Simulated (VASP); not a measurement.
Method: PBEsol GGA, VASP's PBE PAW potentials (set 64) (plane waves; VASP 6.6.1).

Input for VASP

KPOINTS:
```
Automatic mesh
0
Gamma
7 7 7
0 0 0
```

File POSCAR:
```
PbTe
1.0
  0.0000000000   3.2300000000   3.2300000000
  3.2300000000   0.0000000000   3.2300000000
  3.2300000000   3.2300000000   0.0000000000
Te Pb
1 1
Cart
  3.2300000000   3.2300000000   3.2300000000
  0.0000000000   0.0000000000   0.0000000000
```

### INCAR
```
ISMEAR = 0   # Gaussian
EDIFF = 1E-6
ALGO = Normal   # blocked Davidson
EDIFFG = -0.01
LMAXMIX = 4
SIGMA = 0.05   # width (eV)
NELM = 100   # most electronic steps
ISIF = 3   # ions, shape and volume
LREAL = F   # projection in real space or not
LASPH = T   # aspherical one-centre terms
LCHARG = F
NSW = 60   # most ionic steps
GGA = PS
PREC = Accurate
ENCUT = 480   # plane-wave cut-off (eV)
LWAVE = F
SYSTEM = PbTe
IBRION = 2   # conjugate gradients
```

POTCAR, in this order: Te Pb_d (PBE.64 set). Program: vasp_std.

Problem. What will the output report for the number of irreducible k-points (NKPTS), largest plane-wave count, number of space-group operations, FFT grid (NGX, NGY, NGZ)?

Solution. 
The number of irreducible k-points (NKPTS) is 20 and the largest plane-wave count comes out as 1639. The number of space-group operations is 48. The FFT grid (NGX, NGY, NGZ) comes out as 36 × 36 × 36.

The compound is PbTe in the rock salt structure. This run relaxes it. Symmetry was kept, so distortions that lower it aren't found.
